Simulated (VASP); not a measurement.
Write the native input for VASP 6.6.1 that does the following.

- Task: relaxation of cell and atoms
- Functional: PBE
- Potentials or basis: VASP PAW PBE potentials, release 64 (Ti_sv, Sn_d)
- Cutoff: 520 eV
- k mesh: 14 × 14 × 10
- Occupations: gaussian, width 0.1 eV
- Spin: no spin polarisation
- Further INCAR settings: ALGO = Normal; EDIFF = 1e-06; IBRION = 2; EDIFFG = -0.01; NSW = 90; ISIF = 3

The structure of TiSn lies in POSCAR:

```
TiSn
1.0
    1.9980000000     -2.3860000000      0.0000000000
    1.9980000000      2.3860000000      0.0000000000
    0.0000000000      0.0000000000      4.1410000000
Ti Sn
1 1
Direct
    0.5000000000      0.5000000000      0.0000000000
    0.0000000000      0.0000000000      0.5000000000
```

The cell was built by a generator and needn't be a form met in nature.

These files were run (other wordings do the same):

INCAR

```
SYSTEM = TiSn
ALGO     = Normal         ! electronic algorithm
EDIFF    = 1E-6           ! SCF threshold, eV
EDIFFG   = -0.01          ! ionic threshold
ENCUT    = 520            ! plane-wave cutoff, eV
GGA      = PE             ! functional
IBRION   = 2              ! ionic algorithm
ISIF     = 3              ! what is computed and relaxed
ISMEAR   = 0              ! smearing method
KPAR     = 4            
LASPH    = .TRUE.         ! aspherical terms in the spheres
LCHARG   = .FALSE.        ! write CHGCAR
LREAL    = .FALSE.        ! projectors in reciprocal space
LWAVE    = .FALSE.        ! write WAVECAR
NELM     = 120            ! most SCF steps
NSW      = 90             ! ionic steps
PREC     = Accurate       ! precision mode
SIGMA    = 0.1            ! smearing width, eV
```

KPOINTS

```
k-points
0
G
  14 14 10
  0 0 0
```

Potentials or basis: VASP PAW PBE potentials, release 64 (Ti_sv, Sn_d).

Command:

```bash
$ cat potpaw_PBE.64/Ti_sv/POTCAR potpaw_PBE.64/Sn_d/POTCAR > POTCAR
$ mpirun -np 4 vasp_std > vasp.out
```

It gave:

| Item | Value |
| --- | --- |
| Relaxed volume | 19.85 Å³/atom |
| Relaxed cell | a = 3.134 Å, b = 3.134 Å, c = 4.108 Å, α = 90.00°, β = 90.00°, γ = 100.32° |
| Space group after relaxing (to 0.05 Å) | Cmmm (No. 65) |
| Energy gained by relaxing | 0.7 meV/atom |
| Ionic steps | 7 |
| Pressure after relaxing | 0.0 GPa |
| Band gap on the k mesh | none (metal or under the smearing width) |

Run time: 83 s on 4 MPI ranks on Intel(R) Xeon(R) 6975P-C (Granite Rapids), with other jobs on the host, peak memory 0.34 GiB a rank.
